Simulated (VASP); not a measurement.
Given:

```xyz
2
Lattice="0.0000 2.5069 2.5069 2.5069 0.0000 2.5069 2.5069 2.5069 0.0000" Properties=species:S:1:pos:R:3 pbc="T T T"
Gd     0.0000     0.0000     0.0000
N      2.5069     2.5069     2.5069
```

The numbers are results of r2SCAN meta-GGA, VASP's PBE PAW potentials (set 64) (plane waves; VASP), not measurements. Numerical set-up: 520 eV cut-off, 9×9×9 Γ-centred mesh, Gaussian smearing of 0.050 eV, potentials Gd_3 N.

The 4f electrons are frozen in the core of the lanthanide potential, so 4f levels, which can set the real gap, and their magnetism are missing.

Task: Give the stress tensor in GPa (positive for a compressed cell).

Result: 
```
-4.73   0.00   0.00
 0.00  -4.73   0.00
 0.00   0.00  -4.73
```
The pressure is its mean diagonal, -4.73 GPa.

The compound is GdN in the rock salt structure. This cell is one point of a volume scan, at 1.03 of the reference volume.
